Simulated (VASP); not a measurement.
Crystal: Be3Se2S.

```xyz
6
Lattice="4.1595 0.0000 0.0000 -2.0797 3.6022 0.0000 0.0000 0.0000 6.9773" Properties=species:S:1:pos:R:3 pbc="T T T"
Be    0.0000    0.0000    0.0000
Be    2.0797    1.2007    3.4886
Be    0.0000    2.4015    3.4886
Se    0.0000    2.4015    1.2273
Se    0.0000    2.4015    5.7499
S     0.0000    0.0000    3.4886
```

The cell was built by a generator and needn't be a form met in nature.

```yaml
Program: VASP 6.6.1
Task: relaxation of cell and atoms
Functional: PBE
Potentials_or_basis: VASP PAW PBE potentials, release 64 (Be, Se, S)
Cutoff: 520 eV
k_mesh: 4 × 4 × 2
Occupations: gaussian, width 0.15 eV
Spin: no spin polarisation
```

At the start: pressure -2.0 GPa; volume 17.42 Å³/atom.

Task: How do energy, volume and symmetry change on relaxing?

Result: Over 8 steps the energy falls by 243.5 meV/atom and the volume is 15.85 Å³/atom (-9.0 %); space group P-6m2 (No. 187, to 0.05 Å).

The path:
| step | energy change (eV) | largest force (eV/Å) | pressure (GPa) | volume (Å³) |
| --- | --- | --- | --- | --- |
| 1 | 0.0000 | 2.3358 | -2.05 | 104.54 |
| 2 | -1.2469 | 0.6791 | -3.56 | 100.44 |
| 3 | -1.2511 | 0.7676 | -3.45 | 100.21 |
| 4 | -1.3724 | 0.7805 | -0.13 | 94.81 |
| 5 | -1.3844 | 0.7650 | 1.20 | 92.90 |
| 6 | -1.4423 | 0.3523 | 1.08 | 93.11 |
| 7 | -1.4558 | 0.0148 | 1.15 | 93.25 |
| 8 | -1.4612 | 0.0648 | -0.30 | 95.12 |

Final structure:
```
CELL_PARAMETERS angstrom
3.77188 0.00000 0.00000
-1.88594 3.26655 0.00000
0.00000 0.00000 7.71999
ATOMIC_POSITIONS crystal
Be 0.00000 0.00000 0.00000
Be 0.66667 0.33333 0.50000
Be 0.33333 0.66667 0.50000
Se 0.33333 0.66667 0.17662
Se 0.33333 0.66667 0.82338
S 0.00000 0.00000 0.50000
```

Caveat: the k mesh is coarse (spacing up to 0.45 Å⁻¹), so the values aren't converged.
